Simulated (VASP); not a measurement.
# Lu3Si (Pm-3m) in VASP: convergence with k mesh

Aim: find how far k mesh must go before the results for Lu3Si settle, at PBE. This setting moves, with any that are tied to it; all else stays.

Everything below comes from runs of VASP 6.6.1. Logs are shortened: lines on timing, memory, paths and dates and some standing lists are left out, and cuts for length are marked.

### 1 The crystal as given

It takes space group Pm-3m (No. 221, cubic). Conventional cell: a = 4.541 Å, b = 4.541 Å, c = 4.541 Å, α = 90.00°, β = 90.00°, γ = 90.00°. Around Lu (site symmetry 4/mmm) lie 8 Lu at 3.21 Å and 4 Si at 3.21 Å. Around Si (site symmetry m-3m) lie 12 Lu at 3.21 Å.

The cell comes from a database or a generator and needn't be the stable form of this composition.

### 2 With k mesh 2 × 2 × 2

Input file INCAR:

```
SYSTEM = Lu3Si
  PREC = Accurate
  ENCUT = 500
  EDIFF = 1E-7
  ISMEAR = 1
  SIGMA = 0.1
  LREAL = .False.
  LASPH = .True.
  NELM = 60
  ALGO = Normal
  ISIF = 2
  LWAVE = .False.
  LCHARG = .False.
  GGA = PE
  NBANDS = 48
```

Input file KPOINTS:

```
regular mesh
0
Gamma
  2 2 2
  0 0 0
```

Input file POSCAR:

```
Lu3Si
1.0
    4.5414190000      0.0000000000      0.0000000000
    0.0000000000      4.5414190000      0.0000000000
    0.0000000000      0.0000000000      4.5414190000
Lu Si
3 1
Direct
    0.5000000000      0.5000000000      0.0000000000
    0.5000000000      0.0000000000      0.5000000000
    0.0000000000      0.5000000000      0.5000000000
    0.0000000000      0.0000000000      0.0000000000
```

Potentials or basis: VASP PAW PBE potentials, release 64 (Lu, Si).

Launch:

```bash
> cat potpaw_PBE.64/Lu/POTCAR potpaw_PBE.64/Si/POTCAR > POTCAR
> mpirun -np 1 vasp_std > vasp.out
```

Run time: 18 s. Hardware: 1 thread of AMD EPYC 9R45 (Zen 5), shared host; peak memory 0.17 GiB.

What came out:

* Free energy: -19.5533 eV
* Pressure: -1.6 GPa
* Band gap on the k mesh: none (metal or under the smearing width)

### 3 With k mesh 3 × 3 × 3

INCAR is that of step 2.

Input file KPOINTS:

```
regular mesh
0
Gamma
  3 3 3
  0 0 0
```

POSCAR is that of step 2.

Potentials or basis: VASP PAW PBE potentials, release 64 (Lu, Si).

Launch:

```bash
> cat potpaw_PBE.64/Lu/POTCAR potpaw_PBE.64/Si/POTCAR > POTCAR
> mpirun -np 1 vasp_std > vasp.out
```

Wall time 18 s (1 thread of AMD EPYC 9R45 (Zen 5), shared host); peak memory 0.17 GiB.

What came out:

* Free energy: -20.0910 eV
* Pressure: -0.5 GPa
* Band gap on the k mesh: none (metal or under the smearing width)

### 4 With k mesh 4 × 4 × 4

INCAR is that of step 3.

Input file KPOINTS:

```
regular mesh
0
Gamma
  4 4 4
  0 0 0
```

POSCAR is that of step 3.

Launch:

```bash
> cat potpaw_PBE.64/Lu/POTCAR potpaw_PBE.64/Si/POTCAR > POTCAR
> mpirun -np 1 vasp_std > vasp.out
```

It took 40 s on 1 thread of AMD EPYC 9R45 (Zen 5), shared host; peak memory 0.19 GiB.

What came out:

```
Free energy            : -19.8837 eV
Pressure               : -0.7 GPa
Band gap on the k mesh : none (metal or under the smearing width)
```

### 5 With k mesh 5 × 5 × 5

INCAR is that of step 4.

Input file KPOINTS:

```
regular mesh
0
Gamma
  5 5 5
  0 0 0
```

POSCAR is that of step 4.

Launch:

```bash
> cat potpaw_PBE.64/Lu/POTCAR potpaw_PBE.64/Si/POTCAR > POTCAR
> mpirun -np 1 vasp_std > vasp.out
```

Run time: 33 s. Hardware: 1 thread of AMD EPYC 9R45 (Zen 5), shared host; peak memory 0.18 GiB.

What came out:

```yaml
Free_energy: -19.8725 eV
Pressure: -0.6 GPa
Band_gap_on_the_k_mesh: none (metal or under the smearing width)
```

### 6 With k mesh 7 × 7 × 7

INCAR is that of step 5.

Input file KPOINTS:

```
regular mesh
0
Gamma
  7 7 7
  0 0 0
```

POSCAR is that of step 5.

Potentials or basis: VASP PAW PBE potentials, release 64 (Lu, Si).

Launch:

```bash
> cat potpaw_PBE.64/Lu/POTCAR potpaw_PBE.64/Si/POTCAR > POTCAR
> mpirun -np 1 vasp_std > vasp.out
```

Wall time 67 s (1 thread of AMD EPYC 9R45 (Zen 5), shared host); peak memory 0.2 GiB.

Results:

- Free energy: -19.8762 eV
- Pressure: -0.6 GPa
- Band gap on the k mesh: none (metal or under the smearing width)

### 7 With k mesh 8 × 8 × 8

INCAR is that of step 6.

Input file KPOINTS:

```
regular mesh
0
Gamma
  8 8 8
  0 0 0
```

POSCAR is that of step 6.

Launch:

```bash
> cat potpaw_PBE.64/Lu/POTCAR potpaw_PBE.64/Si/POTCAR > POTCAR
> mpirun -np 1 vasp_std > vasp.out
```

Run time: 1.9 min. Hardware: 1 thread of AMD EPYC 9R45 (Zen 5), shared host; peak memory 0.24 GiB.

What came out:

| Property | Result |
| --- | --- |
| Free energy | -19.9022 eV |
| Pressure | -0.7 GPa |
| Band gap on the k mesh | none (metal or under the smearing width) |

### 8 With k mesh 10 × 10 × 10

INCAR is that of step 7.

Input file KPOINTS:

```
regular mesh
0
Gamma
  10 10 10
  0 0 0
```

POSCAR is that of step 7.

Potentials or basis: VASP PAW PBE potentials, release 64 (Lu, Si).

Launch:

```bash
> cat potpaw_PBE.64/Lu/POTCAR potpaw_PBE.64/Si/POTCAR > POTCAR
> mpirun -np 1 vasp_std > vasp.out
```

OUTCAR:

```text
SYSTEM = Lu3Si
   PREC = Accurate
   ENCUT = 500
   EDIFF = 1E-7
   ISMEAR = 1
   LREAL = .False.
   LASPH = .True.
   NELM = 60
   ISIF = 2
   GGA = PE

 ion  position               nearest neighbor table
   1  0.500  0.500  0.000-   2 3.21   3 3.21   4 3.21   2 3.21   3 3.21   2 3.21   4 3.21   2 3.21
                             3 3.21   4 3.21   3 3.21   4 3.21
   2  0.500  0.000  0.500-   1 3.21   3 3.21   4 3.21   1 3.21   4 3.21   1 3.21   3 3.21   1 3.21
                             3 3.21   4 3.21   4 3.21   3 3.21
   3  0.000  0.500  0.500-   1 3.21   2 3.21   4 3.21   1 3.21   4 3.21   2 3.21   4 3.21   4 3.21
                             1 3.21   2 3.21   1 3.21   2 3.21
   4  0.000  0.000  0.000-   1 3.21   2 3.21   3 3.21   2 3.21   3 3.21   1 3.21   3 3.21   3 3.21
                             1 3.21   2 3.21   2 3.21   1 3.21

  LATTYP: Found a simple cubic cell.
 ALAT       =     4.5414190000

  Lattice vectors:

 A1 = (   4.5414190000,   0.0000000000,   0.0000000000)
 A2 = (   0.0000000000,   4.5414190000,   0.0000000000)
 A3 = (   0.0000000000,   0.0000000000,   4.5414190000)

Analysis of symmetry for initial positions (statically):
=====================================================================
 Subroutine PRICEL returns:
 Original cell was already a primitive cell.

 Routine SETGRP: Setting up the symmetry group for a
 simple cubic supercell.

 Subroutine GETGRP returns: Found 48 space group operations
 (whereof 48 operations were pure point group operations)
 out of a pool of 48 trial point group operations.

The static configuration has the point symmetry O_h .

Analysis of symmetry for dynamics (positions and initial velocities):
=====================================================================
 Subroutine PRICEL returns:
 Original cell was already a primitive cell.

 Routine SETGRP: Setting up the symmetry group for a
 simple cubic supercell.

 Subroutine GETGRP returns: Found 48 space group operations
 (whereof 48 operations were pure point group operations)
 out of a pool of 48 trial point group operations.

The dynamic configuration has the point symmetry O_h .

 Subroutine INISYM returns: Found 48 space group operations
 (whereof 48 operations are pure point group operations),
 and found     1 'primitive' translations

----------------------------------------------------------------------------------------

                                     Primitive cell

  volume of cell :      93.6644

  direct lattice vectors                    reciprocal lattice vectors
     4.541419000  0.000000000  0.000000000     0.220195494  0.000000000  0.000000000
     0.000000000  4.541419000  0.000000000     0.000000000  0.220195494  0.000000000
     0.000000000  0.000000000  4.541419000     0.000000000  0.000000000  0.220195494

[... 86 lines left out ...]
   NELM   =     60;   NELMIN=  2; NELMDL= -5     # of ELM steps
   EDIFF  = 0.1E-06   stopping-criterion for ELM
   LREAL  =      F    real-space projection
   EDIFFG = 0.1E-05   stopping-criterion for IOM
   NSW    =      0    number of steps for IOM
   IBRION =     -1    ionic relax: 0-MD 1-quasi-New 2-CG
   NFREE  =      0    steps in history (QN), initial steepest desc. (CG)
   ISIF   =      2    stress and relaxation
   ISYM   =      2    0-nonsym 1-usesym 2-fastsym
   POTIM  = 0.5000    time-step for ionic-motion
   TEBEG  =    0.0;   TEEND  =   0.0 temperature during run
   PSTRESS=    0.0 pullay stress
   NELECT =      79.0000    total number of electrons
   NUPDOWN=      -1.0000    fix difference up-down
   EMIN   =  10.00;   EMAX   =-10.00  energy-range for DOS
   EFERMI =   0.00;   METHOD = LEGACY
   ISMEAR =     1;   SIGMA  =   0.10  broadening in eV -4-tet -1-fermi 0-gaus
   EFERMI_NEDOS =   21; number of points for ismear=-14 and -15
   IALGO  =     38    algorithm
   IMIX   =      4    mixing-type and parameters
     AMIX     =   0.40;   BMIX     =  1.00
     AMIX_MAG =   1.60;   BMIX_MAG =  1.00
  volume/ion in A,a.u.               =      23.42       158.02
  Fermi-wavevector in a.u.,A,eV,Ry     =   1.546770  2.922971 32.551886  2.392496
  Thomas-Fermi vector in A             =   2.651958
   LORBIT       =      0    0 simple, 1 ext, 2 COOP (PROOUT), +10 PAW based schemes
   GGA     = PE    functional components
   LHFCALC =     F    Hartree Fock is set to
   AEXX    =    0.0000 exact exchange contribution
   IVDW    =     0    specifies the selected vdW correction
   LEPSILON=     F    determine dielectric tensor
   LRPA    =     F    only Hartree local field effects (RPA)
 non-spin polarized calculation
 Methfessel and Paxton  Order N= 1 SIGMA  =   0.10
  energy-cutoff  :      500.00
  volume of cell :       93.66
 maximum number of plane-waves:      2408
 NGX is ok and might be reduce to    36
   NGX = 17   NGY = 17   NGZ = 17

 number of electron      79.0000036 magnetization

 Free energy of the ion-electron system (eV)
  ---------------------------------------------------
  ext. energy  EPLUGINS =         0.00000000
  ---------------------------------------------------
  free energy    TOTEN  =       -19.89798624 eV

  energy without entropy =      -19.90104291  energy(sigma->0) =      -19.89900513

 E-fermi :   3.8145     XC(G=0): -11.1603

 val. band max:        3.8143414551   @ k =   0.4000   0.1000   0.1000
 cond. band min:       3.8264238979   @ k =   0.5000   0.0000   0.0000
 fundamental gap:      0.0120824428
 Fermi energy:         3.8144923998

 k-point     1 :       0.0000    0.0000    0.0000
  band No.  band energies     occupation
      1     -52.4025      2.00000
      2     -52.3244      2.00000
      3     -52.3244      2.00000
      4     -23.3997      2.00000
      5     -23.3997      2.00000
      6     -23.3997      2.00000
[... 1213 lines left out ...]
     47       7.6635      0.00000
     48       8.0399      0.00000

 [... further k-points ...]

------------------------ aborting loop because EDIFF is reached ----------------------------------------

  FORCE on cell =-STRESS in cart. coord.  units (eV):
  Direction    XX          YY          ZZ          XY          YZ          ZX
  --------------------------------------------------------------------------------------
  -------------------------------------------------------------------------------------
  Total       -0.3725135     -0.3725135     -0.3725135      0.0000000     -0.0000000      0.0000000
  in kB       -6.3720310     -6.3720310     -6.3720310      0.0000000     -0.0000000      0.0000000
  external PRESSURE =      -6.3720310 kB  Pullay stress =       0.0000000 kB

 VOLUME and BASIS-vectors are now :
 -----------------------------------------------------------------------------
  energy-cutoff  :      500.00
  volume of cell :       93.66
      direct lattice vectors                 reciprocal lattice vectors
     4.541419000  0.000000000  0.000000000     0.220195494  0.000000000  0.000000000
     0.000000000  4.541419000  0.000000000     0.000000000  0.220195494  0.000000000
     0.000000000  0.000000000  4.541419000     0.000000000  0.000000000  0.220195494

 POSITION                                       TOTAL-FORCE (eV/Angst)
 -----------------------------------------------------------------------------------
      2.27071      2.27071      0.00000         0.000000      0.000000      0.000000
      2.27071      0.00000      2.27071         0.000000      0.000000      0.000000
      0.00000      2.27071      2.27071         0.000000      0.000000      0.000000
      0.00000      0.00000      0.00000         0.000000      0.000000      0.000000
 -----------------------------------------------------------------------------------
    total drift:                                0.000000      0.000000      0.000000

  FREE ENERGIE OF THE ION-ELECTRON SYSTEM (eV)
  ---------------------------------------------------
  free  energy   TOTEN  =       -19.8979862364 eV

  energy  without entropy=      -19.9010429098  energy(sigma->0) =      -19.89900513
```

OSZICAR:

```text
N       E                     dE             d eps       ncg     rms          rms(c)
DAV:   1     0.635666904643E+03    0.63567E+03   -0.26333E+04  7960   0.510E+03
DAV:   2     0.712438335514E+02   -0.56442E+03   -0.53203E+03  6880   0.880E+02
DAV:   3    -0.750521613011E+01   -0.78749E+02   -0.76243E+02  5944   0.190E+02
DAV:   4    -0.197461396078E+02   -0.12241E+02   -0.11927E+02  8832   0.537E+01
DAV:   5    -0.203508900873E+02   -0.60475E+00   -0.60340E+00  8280   0.117E+01    0.729E+00
DAV:   6    -0.199628699802E+02    0.38802E+00   -0.15338E+00  8656   0.174E+01    0.328E+00
DAV:   7    -0.199017599296E+02    0.61110E-01   -0.31134E-01  7528   0.307E+00    0.889E-01
DAV:   8    -0.198970994745E+02    0.46605E-02   -0.67519E-02  8048   0.180E+00    0.290E-01
DAV:   9    -0.198977281411E+02   -0.62867E-03   -0.40184E-03  8136   0.620E-01    0.150E-01
DAV:  10    -0.198979824839E+02   -0.25434E-03   -0.12895E-03  7976   0.233E-01    0.267E-02
DAV:  11    -0.198979831520E+02   -0.66809E-06   -0.11594E-04  8144   0.101E-01    0.205E-02
DAV:  12    -0.198979865099E+02   -0.33579E-05   -0.15896E-05  7256   0.307E-02    0.352E-03
DAV:  13    -0.198979862155E+02    0.29446E-06   -0.18258E-06  7760   0.118E-02    0.146E-03
DAV:  14    -0.198979862364E+02   -0.20929E-07   -0.37875E-07  5672   0.644E-03
   1 F= -.19897986E+02 E0= -.19899005E+02  d E =0.305667E-02
```

stdout:

```text
POSCAR found type information on POSCAR LuSi
 POSCAR found :  2 types and       4 ions
 scaLAPACK will be used
 LDA part: xc-table for (Slater+PW92), standard interpolation
 POSCAR, INCAR and KPOINTS ok, starting setup
 FFT: planning ... GRIDC
 FFT: planning ... GRID_SOFT
 FFT: planning ... GRID
 WAVECAR not read
 entering main loop
```

Wall time 3 min (1 thread of AMD EPYC 9R45 (Zen 5), shared host); peak memory 0.29 GiB.

What came out:

```
Free energy            : -19.8980 eV
Pressure               : -0.6 GPa
Band gap on the k mesh : none (metal or under the smearing width)
```

### 9 The series at a glance

| k mesh | energy less the tightest run, at zero smearing (meV/atom) | pressure (GPa) | SCF cycles | CPU time (s) | peak memory (GiB) |
| --- | --- | --- | --- | --- | --- |
| 2 × 2 × 2 | 87.66 | -1.59 | 15 | 18 | 0.17 |
| 3 × 3 × 3 | -48.03 | -0.53 | 14 | 18 | 0.17 |
| 4 × 4 × 4 | 4.13 | -0.73 | 15 | 39 | 0.19 |
| 5 × 5 × 5 | 6.45 | -0.56 | 14 | 32 | 0.18 |
| 7 × 7 × 7 | 5.87 | -0.65 | 14 | 66 | 0.2 |
| 8 × 8 × 8 | -0.66 | -0.69 | 14 | 110 | 0.24 |
| 10 × 10 × 10 | 0.00 | -0.64 | 14 | 180 | 0.29 |

Against the tightest run, the energy stays within 1 meV/atom from 8 × 8 × 8 on; the pressure stays within 0.1 GPa from 4 × 4 × 4 on. Meshes of other sizes hit other points, so gaps and Fermi surfaces needn't settle smoothly. The tightest run that finished is the yardstick and may itself not be fully converged.
